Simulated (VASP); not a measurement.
Crystal: Sb.

```
Sb
1.0
     2.16297    1.24879    3.68010
    -2.16297    1.24879    3.68010
     0.00000   -2.49758    3.68010
Sb
2
Direct
  0.23624 0.23624 0.23624
  0.76376 0.76376 0.76376
```

Base run:

```yaml
Program: VASP 6.6.1
Functional: PBEsol
Potentials_or_basis: VASP PAW PBE potentials, release 64 (Sb)
Cutoff: 520 eV
k_mesh: 18 × 18 × 18
Occupations: gaussian, width 0.1 eV
Spin: no spin polarisation
```

Its results: band gap on the k mesh none (metal or under the smearing width); pressure 0.0 GPa; largest force 0.020 eV/Å.

The run is repeated on the same cell with these changes: functional from PBEsol to r2SCAN; k mesh from 18 × 18 × 18 to 12 × 12 × 12. What comes out?

Band gap on the k mesh none (metal or under the smearing width); pressure 1.6 GPa; largest force 0.117 eV/Å.

Several settings changed at once, so the effect can't be laid on one alone.

Caveats: the PAW data sets were made with another functional, which shifts forces and pressure a little.

Not every run made on this cell is shown here.
